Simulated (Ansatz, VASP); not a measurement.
**Li4ZrSi3O10 (zirconosilicate glass): VASP beside Ansatz**

Wanted: the spread between two codes on one cell, functional and k mesh. The structure shown is the start of the Ansatz relaxation below; VASP solves that cell, so the two are compared at the walk's first step.

Program: Ansatz 0.2.0. Level of theory: plane waves, with VASP 6.6.1 beside it; single point at PBE. Results are calculated unless marked as measured.

### Step 1. Starting point

The cell holds 36 atoms: 2 Zr, 6 Si, 8 Li and 20 O. Cell: a = 7.353 Å, b = 7.353 Å, c = 7.353 Å, α = 90.0°, β = 90.0°, γ = 90.0°. As first built, before any earlier steps moved the atoms (in the runner's words): kind zirconosilicate glass; units_of_the_quenched_model {'SiO2': 6, 'ZrO2': 2, 'Li2O': 4}; melt_K 3000; rate_K_ps 20; atoms 36.

### Step 2. Ansatz: relaxation, PBE

Ansatz runs on its PAW soft_1 files.

The two programs are compared at the cell with which this relaxation starts, whose forces are those of its first step.

The input, input.yaml:

```yaml
crystal:
  lattice:
    - [7.3532866976, 0.0, 0.0]
    - [0.0, 7.3532866976, 0.0]
    - [0.0, 0.0, 7.3532866976]
  atoms:
    - { symbol: Zr, position: [0.817255, 0.456082, 0.05278] }
    - { symbol: Zr, position: [0.825308, 0.46409, 0.534788] }
    - { symbol: Si, position: [0.357079, 0.107376, 0.809618] }
    - { symbol: Si, position: [0.582924, 0.792353, 0.283636] }
    - { symbol: Si, position: [0.80142, 0.096304, 0.773472] }
    - { symbol: Si, position: [0.489729, 0.233389, 0.302625] }
    - { symbol: Si, position: [0.120457, 0.120455, 0.468485] }
    - { symbol: Si, position: [0.195073, 0.546831, 0.78933] }
    - { symbol: Li, position: [0.945849, 0.808507, 0.992373] }
    - { symbol: Li, position: [0.487933, 0.461495, 0.901983] }
    - { symbol: Li, position: [0.191535, 0.500627, 0.311487] }
    - { symbol: Li, position: [0.941576, 0.813097, 0.503681] }
    - { symbol: Li, position: [0.048866, 0.108936, 0.107346] }
    - { symbol: Li, position: [0.228291, 0.822952, 0.115334] }
    - { symbol: Li, position: [0.656039, 0.747062, 0.765979] }
    - { symbol: Li, position: [0.306038, 0.763135, 0.542641] }
    - { symbol: O, position: [0.546522, 0.024064, 0.304845] }
    - { symbol: O, position: [0.282312, 0.028664, 0.981604] }
    - { symbol: O, position: [0.885616, 0.203243, 0.938077] }
    - { symbol: O, position: [0.585818, 0.338926, 0.461145] }
    - { symbol: O, position: [0.369576, 0.669424, 0.801298] }
    - { symbol: O, position: [0.936756, 0.200849, 0.600908] }
    - { symbol: O, position: [0.728751, 0.492556, 0.794859] }
    - { symbol: O, position: [0.382078, 0.705396, 0.294573] }
    - { symbol: O, position: [0.583969, 0.098412, 0.779963] }
    - { symbol: O, position: [0.249976, 0.027862, 0.633482] }
    - { symbol: O, position: [0.273914, 0.24097, 0.358244] }
    - { symbol: O, position: [0.712216, 0.724124, 0.115917] }
    - { symbol: O, position: [0.28732, 0.338326, 0.792021] }
    - { symbol: O, position: [0.070855, 0.570091, 0.960367] }
    - { symbol: O, position: [0.705079, 0.705134, 0.451968] }
    - { symbol: O, position: [0.943809, 0.404449, 0.289391] }
    - { symbol: O, position: [0.082412, 0.559908, 0.611395] }
    - { symbol: O, position: [0.870541, 0.889955, 0.756397] }
    - { symbol: O, position: [0.558598, 0.341476, 0.118361] }
    - { symbol: O, position: [0.048884, 0.973586, 0.335223] }
  symmetry: { detect: false }
kpoints:
  mp_grid: { grid: [2, 2, 2] }
scf:
  occupations: { method: fermi_dirac, width: 0.05 }
hamiltonian:
  xc: pbe
  pseudopotentials: { kind: paw, azcp: { folder: soft_1 } }
output:
  forces: true
  stress: true
relax:
  f_tol: 0.04
  max_steps: 160
  escape_saddle: false
  cell: { stress_tol: 0.4, fix: [] }
```

The run is started by

```console
> ansatz run input.yaml --threads 4 --pin off --max-ram 14336MiB --backend cpu --events-out ev --progress --plain --runs-dir out
```

Numbers of over 12 decimals in the logs are rounded to 6 here.

Output:

```text
Engine: ansatz 0.2.0, aarch64-unknown-linux-gnu
Pseudopotentials: kind: paw
Pseudopotential: Zr, paw, valence charge 12, recommended cutoff 420 eV (normal), soft_1/Zr.paw.azcp
Pseudopotential: Si, paw, valence charge 4, recommended cutoff 420 eV (normal), soft_1/Si.paw.azcp
Pseudopotential: Li, paw, valence charge 3, recommended cutoff 420 eV (normal), soft_1/Li.paw.azcp
Pseudopotential: O, paw, valence charge 6, recommended cutoff 420 eV (normal), soft_1/O.paw.azcp
Functional definition: PBE
  parameter kappa = 0.804
  parameter beta = 0.066725
  exchange = pbe_x(kappa = kappa, mu = beta*pi^2/3)
  correlation = pbe_c(beta = beta)
Crystal: 36 atoms, lattice volume = 397.598 Å³
Basis set: ecut = 420 eV, 7809 PW (Γ), exchange–correlation on 100×100×100 points (8 copies of the dense FFT grid, shifted against one another)
Bands: 132, of which v1, the nominal top of the filled ones, is band 96 counted from 1 (95 counted from 0)
Symmetry: 1 space group operations
k-points: 8
Non-local potential: Zr, projectors of the file, l = 0: 3, l = 1: 2, l = 2: 2, l = 3: 1
Non-local potential: Si, projectors of the file, l = 0: 2, l = 1: 2, l = 2: 1
Non-local potential: Li, projectors of the file, l = 0: 3, l = 1: 2, l = 2: 1
Non-local potential: O, projectors of the file, l = 0: 2, l = 1: 2, l = 2: 1
PAW form: soft (Blöchl's): semilocal exchange-correlation on the pseudo side does not see the compensation charge
PAW one-centre angular grid: Zr, 590 points (default); XC on 64 Gauss nodes
PAW one-centre angular grid: Si, 110 points (default); XC on 64 Gauss nodes
PAW one-centre angular grid: Li, 110 points (default); XC on 96 Gauss nodes
PAW one-centre angular grid: O, 110 points (default); XC on 64 Gauss nodes
Initial density: superposition of atomic densities (chi_scale 0.1, normalization cell, long waves kept (reshape's long-wave potential 0.49 eV rms))
Initial wavefunctions: pseudopotential atomic-orbital guess
Functional: x = pbe(κ = 0.804, μ = 0.219515), c = pbe(β = 0.066725)
SCF iter   1: F=—  HF=-25226.490956 eV  |F-HF|=—  |Δ(HF+E_count)|=         —  Δρ=9.86e-2  dr2=5.63e1  ethr=3.10e-3  ⟨swp⟩=6.0  Hψ=4508  notcnv=0  defer=65
preconditioner: auto → Resta (q_TF=auto, 2.417 Å⁻¹)  ε∞=3.6  [insulator: Δε(μ)=1.466 eV  Ē_g=14.657 eV  σ=0.050 eV  W_gap=1.00  n_scr=80 (ndim 8)  ℏωp=23.6 eV  f_vac=0.000  D(μ)=0.00/eV (n_scr^D=0)  ε∞_Penn≈3.6]
SCF iter   2: F=—  HF=-25213.403683 eV  |F-HF|=—  |Δ(HF+E_count)|=    1.31e1  Δρ=4.16e-2  dr2=1.33e1  ethr=3.10e-3  ⟨swp⟩=3.0  Hψ=2002  notcnv=0  defer=232
SCF iter   3: F=—  HF=-25210.210519 eV  |F-HF|=—  |Δ(HF+E_count)|=    3.19e0  Δρ=1.23e-2  dr2=1.36e0  ethr=3.10e-3  ⟨swp⟩=3.1  Hψ=1494  notcnv=0  defer=231
SCF iter   4: F=—  HF=-25209.942706 eV  |F-HF|=—  |Δ(HF+E_count)|=   2.68e-1  Δρ=3.37e-3  dr2=8.64e-2  ethr=7.10e-4  ⟨swp⟩=5.4  Hψ=1986  notcnv=0  defer=222
SCF iter   5: F=—  HF=-25209.942872 eV  |F-HF|=—  |Δ(HF+E_count)|=   1.67e-4  Δρ=1.63e-3  dr2=9.94e-3  ethr=4.50e-5  ⟨swp⟩=2.5  Hψ=1500  notcnv=0  defer=222
SCF iter   6: F=—  HF=-25209.943042 eV  |F-HF|=—  |Δ(HF+E_count)|=   1.69e-4  Δρ=3.86e-4  dr2=5.94e-4  ethr=5.18e-6  ⟨swp⟩=2.0  Hψ=1483  notcnv=0  defer=222
SCF iter   7: F=—  HF=-25209.943279 eV  |F-HF|=—  |Δ(HF+E_count)|=   2.37e-4  Δρ=1.35e-4  dr2=6.17e-5  ethr=3.09e-7  ⟨swp⟩=2.0  Hψ=1474  notcnv=0  defer=222
SCF iter   8: F=—  HF=-25209.942359 eV  |F-HF|=—  |Δ(HF+E_count)|=   9.19e-4  Δρ=4.43e-5  dr2=5.92e-6  ethr=3.21e-8  ⟨swp⟩=2.0  Hψ=1694  notcnv=0  defer=222
SCF iter   9: F=—  HF=-25209.942361 eV  |F-HF|=—  |Δ(HF+E_count)|=   1.32e-6  Δρ=8.60e-6  dr2=2.90e-7  ethr=3.08e-9  ⟨swp⟩=2.0  Hψ=1426  notcnv=0  defer=222
SCF iter  10: F=-25209.942361 eV  HF=-25209.942361 eV  |F-HF|=1.05e-8  |Δ(HF+E_count)|=   1.74e-7  Δρ=3.63e-6  dr2=4.38e-8  ethr=5.21e-11  ⟨swp⟩=5.0  Hψ=3363  notcnv=0
SCF 1 converged in 10 iterations: F = -25209.942361 eV  dr2 = 4.38e-8
  greatest PAW one-centre occupation: 1.000 electrons in one spin orbital (limit 2), on the Li atom at site 9 (counted from 0), in its partial waves of l = 0
relax step   1: F+E_penalty+E_count = -25209.94236094 eV  Δ(F+E_penalty+E_count) = +0.000e0 eV  max|allowed force component| = 4.417e0 eV/Å  Δτ_max = 0.0000 Å  P = +5.604 GPa  Ω = 397.598 Å³  (10 SCF iters, dr2 threshold 1.00e-7 eV, accepted)
[...]
relax step  32: F+E_penalty+E_count = -25213.69021448 eV  Δ(F+E_penalty+E_count) = -8.989e-5 eV  max|allowed force component| = 3.171e-2 eV/Å  Δτ_max = 0.0171 Å  P = -0.043 GPa  Ω = 405.528 Å³  energy of the carried Pulay correction = -2.815e-3 eV  (6 SCF iters, dr2 threshold 7.72e-7 eV, accepted)
[...]
relax step  33: F+E_penalty+E_count = -25213.69364356 eV  Δ(F+E_penalty+E_count) = -3.429e-3 eV  max|allowed force component| = 3.172e-2 eV/Å  Δτ_max = 0.0000 Å  P = -0.040 GPa  Ω = 405.528 Å³  stress off target by 7.67e-2 GPa  SCF on the basis re-selected at this cell (its energy is not comparable with the rows above)  (5 SCF iters)
basis re-selected at this cell: Δ(F+E_penalty+E_count) = -3.429e-3 eV, ΔP = +0.004 GPa vs the last step (what re-selecting the basis moved, of the pressure what is left beyond the Pulay correction that the steps carried, after the strain that the cell walked since its last selection, with what the two solves' SCF thresholds leave and, on support functions, any second-order correction that the steps lacked; it is no m [...]
SCF converged after 5 iterations
Free energy (F): -25213.693644 eV
Harris-Foulkes:  -25213.693644 eV  (|F-HF|=4.85e-8)
Internal energy: -25213.693644 eV  (E = F + TS)
E sigma→0 (E₀):  -25213.693644 eV
Fermi energy:    6.570643 eV
--- Per-component energies (eV) ---
  E_band       = -1386.695088
  E_kinetic    = 4450.238061
  E_local      = -11646.268185  (includes V_loc(G=0)·N_el)
  E_nonlocal   = 1163.657974
  E_hartree    = 4230.077556
  E_xc         = -2171.197551
  E_vxc        = -2597.301405  (∫ρ·V_xc dr)
  E_paw        = -12453.758682  (= ΣΔE_a)
  E_vpaw       = -1217.196751  (= ΣTr[D̂ρ^β])
  E_aug_tail   = 0.018004  (compensation charges beyond the density's cutoff)
  E_ewald      = -8786.460820
  E_smearing   = -0.000000  (= −TS)
  E_closure    = 0.000000  (closes the sum)
  Σ components = -25213.693644   (vs F -25213.693644, Δ=0.00e0)
--- Forces (eV/Å), atoms counted from 1 ---
  atom   1  Zr    -0.01076213    -0.00381852     0.00169676
  atom   2  Zr    -0.00656718    -0.02707729    -0.01322846
  atom   3  Si    -0.00788401    -0.00386051    -0.01555127
  atom   4  Si    -0.00424944     0.00014086     0.01429803
  atom   5  Si    -0.00245752     0.00839562    -0.00338923
  atom   6  Si    -0.00156868     0.00301968    -0.00478470
  atom   7  Si     0.01351859     0.00712289    -0.00650899
  atom   8  Si    -0.01345957    -0.00244136    -0.02943420
  atom   9  Li    -0.00845139    -0.01458438     0.00632200
  atom  10  Li     0.01481337    -0.01463422     0.00435726
  atom  11  Li     0.01132170     0.01123904    -0.00617639
  atom  12  Li    -0.01776687    -0.00326958     0.00665719
  atom  13  Li    -0.02233325     0.00052991    -0.00469841
  atom  14  Li     0.02531372    -0.00736433     0.01760811
  atom  15  Li     0.01063181    -0.00001591     0.01692241
  atom  16  Li     0.00432626     0.00503589    -0.02595964
  atom  17  O     -0.00769547     0.01046641     0.00142814
  atom  18  O      0.00638166    -0.01442607    -0.00150132
  atom  19  O      0.02770500    -0.01370785     0.00633349
  atom  20  O      0.00979234     0.00749317     0.01627192
  atom  21  O      0.00530975     0.00405447     0.00824873
  atom  22  O      0.00687405     0.00160105    -0.01485387
  atom  23  O     -0.03078823     0.01629791    -0.00028260
  atom  24  O     -0.02712890    -0.00133564    -0.01136923
[...]
atom  29  O      0.01384175     0.00248108     0.00611987
  atom  30  O      0.00529302     0.00565288    -0.00926679
  atom  31  O     -0.00124997     0.00366619     0.00832916
  atom  32  O      0.03172092    -0.00520059     0.03006247
  atom  33  O      0.00472217    -0.01414229    -0.01235281
  atom  34  O     -0.00199779    -0.00977142     0.00465959
  atom  35  O     -0.01249708     0.01659553     0.00206957
  atom  36  O      0.00553938     0.00943195    -0.01626624
  max |Σ_I F_I| component: 3.68e-5 eV/Å
--- Stress (GPa, compression-positive) ---
       -0.050590      -0.016301       0.019643
       -0.016321      -0.007051      -0.014608
        0.019654      -0.014630      -0.061810
  P = ⅓ Tr σ = -0.0398 GPa (-0.398 kbar)
--- Relaxed structure (31 steps of the walk, 28 accepted, 2 SCFs on fresh bases) ---
  F+E_penalty+E_count = -25213.69364356 eV   max|allowed force component| = 3.172e-2 eV/Å   (the final SCF, on the basis selected at the relaxed cell)
  cell:  # Å, volume = 405.5275 Å³
    - [7.157008, -0.051962, 0.348635]
    - [-0.051962, 7.500153, -0.019695]
    - [0.348635, -0.019695, 7.572127]
  atoms:
    - { symbol: Zr, position: [0.825354, 0.465536, 0.050612] }
    - { symbol: Zr, position: [0.818939, 0.480840, 0.525614] }
    - { symbol: Si, position: [0.336675, 0.107184, 0.814758] }
    - { symbol: Si, position: [0.577971, 0.781368, 0.270814] }
    - { symbol: Si, position: [0.802100, 0.106421, 0.789707] }
    - { symbol: Si, position: [0.514351, 0.218890, 0.308553] }
    - { symbol: Si, position: [0.128108, 0.107276, 0.488305] }
    - { symbol: Si, position: [0.207193, 0.526534, 0.773752] }
    - { symbol: Li, position: [1.046517, 0.840881, 0.875973] }
    - { symbol: Li, position: [0.504332, 0.416995, 0.879847] }
    - { symbol: Li, position: [0.212167, 0.495794, 0.336304] }
    - { symbol: Li, position: [0.825263, 0.911094, 0.491920] }
    - { symbol: Li, position: [0.051204, 0.139083, 0.136407] }
    - { symbol: Li, position: [0.207095, 0.842871, 0.176778] }
    - { symbol: Li, position: [0.633056, 0.736550, 0.831718] }
    - { symbol: Li, position: [0.316154, 0.755854, 0.551015] }
    - { symbol: O, position: [0.577595, 0.00630308, 0.289168] }
    - { symbol: O, position: [0.236319, 0.00103686, 0.980983] }
    - { symbol: O, position: [0.880691, 0.196034, 0.963333] }
    - { symbol: O, position: [0.612745, 0.310117, 0.470640] }
    - { symbol: O, position: [0.397090, 0.644221, 0.758984] }
    - { symbol: O, position: [0.940150, 0.201834, 0.607211] }
    - { symbol: O, position: [0.746756, 0.485924, 0.790319] }
    - { symbol: O, position: [0.364183, 0.711283, 0.303591] }
    - { symbol: O, position: [0.568084, 0.120937, 0.795575] }
    - { symbol: O, position: [0.258305, 0.011705, 0.632577] }
    - { symbol: O, position: [0.280282, 0.238919, 0.368773] }
    - { symbol: O, position: [0.689867, 0.713736, 0.085672] }
    - { symbol: O, position: [0.269983, 0.316856, 0.812957] }
    - { symbol: O, position: [0.071679, 0.594780, 0.946668] }
    - { symbol: O, position: [0.699252, 0.708422, 0.432813] }
    - { symbol: O, position: [0.953900, 0.422767, 0.273731] }
    - { symbol: O, position: [0.103185, 0.549867, 0.590382] }
    - { symbol: O, position: [0.843181, 0.899365, 0.749340] }
    - { symbol: O, position: [0.556144, 0.339134, 0.131021] }
    - { symbol: O, position: [0.044504, 0.973695, 0.349782] }
```

In the SCF lines HF is the Harris–Foulkes energy and dr2 the Hartree energy of the density residual, in eV; the loop may stop once dr2 is under the threshold and the program's other checks hold. Hψ counts applications of the Hamiltonian.

(Continued in part 2 of 2.)

[Lines on the potential files, build, host, timing and source positions are cut from VASP's logs without a mark.]

[Logs are printed without paths, hosts, clocks, repeated set-up lines and the standing remarks that a program may print on its own settings, such as how far it seeks lower states.]

[Hosts, paths, dates, database ids (printed as entryN), source tags and the programs' standing remarks are cut or masked in the printed files.]
